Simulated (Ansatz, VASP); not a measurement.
**Two plane-wave programs on Mg3Zr**

```xyz
4
Lattice="4.9859 0.0000 0.0000 2.4930 4.3179 0.0000 2.4930 1.4393 4.0710" Properties=species:S:1:pos:R:3 pbc="T T T"
Mg    0.0000    0.0000    0.0000
Mg    2.4930    1.4393    1.0177
Mg    7.4789    4.3179    3.0532
Zr    4.9859    2.8786    2.0355
```

The cell comes from a database or a generator and needn't be the stable form of this composition.

Alike in both runs: task single point; functional LDA; k mesh 6 × 6 × 6; no spin polarisation.

```csv
,VASP,Ansatz
version,VASP 6.6.1,Ansatz 0.2.0
potentials or method,"VASP PAW LDA potentials, release 64 (Mg, Zr_sv)","plane waves, PAW"
plane-wave cutoff (eV),520,420
occupations,"methfessel-paxton of order 1, width 0.5 eV","cold, width 0.5 eV"
valence electrons in the cell,18,42
```

Ansatz gave:

```
pressure (GPa) : -3.4
```

Q: Estimate VASP's values.

A: Pressure (GPa): -3.8.

The two sets of potentials don't hold the same shells in valence.
